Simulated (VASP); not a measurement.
VASP ran on this input.

### KPOINTS
```
Automatic mesh
0
Gamma
5 5 5
0 0 0
```

File POSCAR:
```
KBr
1
    0.0000000000     3.3660000000     3.3660000000
    3.3660000000     0.0000000000     3.3660000000
    3.3660000000     3.3660000000     0.0000000000
K Br
1 1
Direct
  0.0000000000   0.0000000000   0.0000000000
  0.5000000000   0.5000000000   0.5000000000
```

INCAR:
```
SYSTEM = KBr
PREC = Accurate
ENCUT = 400
EDIFF = 1E-6
NELM = 100
ALGO = Normal
LREAL = .FALSE.
LASPH = .TRUE.
ISMEAR = 0
SIGMA = 0.05
GGA = PE
LMAXMIX = 4
LWAVE = .FALSE.
LCHARG = .FALSE.
ISIF = 2
ICHARG = 11
```

POTCAR, in this order: K_sv Br (PBE.64 set). Program: vasp_std.

Output of the run:

**standard output**
```
 POSCAR found type information on POSCAR K Br
 POSCAR found :  2 types and       2 ions
 Reading from existing POTCAR
 Reading from existing POTCAR
 LDA part: xc-table for (Slater+PW92), standard interpolation
 WARNING: stress and forces are not correct
 POSCAR, INCAR and KPOINTS ok, starting setup
 WAVECAR not read
 WARNING: CHGCAR is incomplete

 -----------------------------------------------------------------------------
|                                                                             |
|     EEEEEEE  RRRRRR   RRRRRR   OOOOOOO  RRRRRR      ###     ###     ###     |
|     E        R     R  R     R  O     O  R     R     ###     ###     ###     |
|     E        R     R  R     R  O     O  R     R     ###     ###     ###     |
|     EEEEE    RRRRRR   RRRRRR   O     O  RRRRRR       #       #       #      |
|     E        R   R    R   R    O     O  R   R                               |
|     E        R    R   R    R   O     O  R    R      ###     ###     ###     |
|     EEEEEEE  R     R  R     R  OOOOOOO  R     R     ###     ###     ###     |
|                                                                             |
|     ICHARG>10                                                               |
|                                                                             |
|       ---->  I REFUSE TO CONTINUE WITH THIS SICK JOB ... BYE!!! <----       |
|                                                                             |
 -----------------------------------------------------------------------------
```

Problem. Read the log: what went wrong, and how is it fixed?

Solution. The cause: ICHARG = 11 asks for a fixed density, but there is no CHGCAR. VASP stops with an error: ERROR: charge density could not be read from file CHGCAR for ICHARG>10 ----> I REFUSE TO CONTINUE WITH THIS SICK JOB ... BYE!!! <---- To mend it, run self-consistently first and keep its CHGCAR, or remove ICHARG. The plain static run on this cell (PBE GGA, plane waves, VASP's PBE PAW potentials (set 64)) converges, and its OSZICAR ends with
```
   1 F= -.62230213E+01 E0= -.62230213E+01  d E =-.152950E-15
```

The compound is KBr in the rock salt structure. The cell was not relaxed at this level.
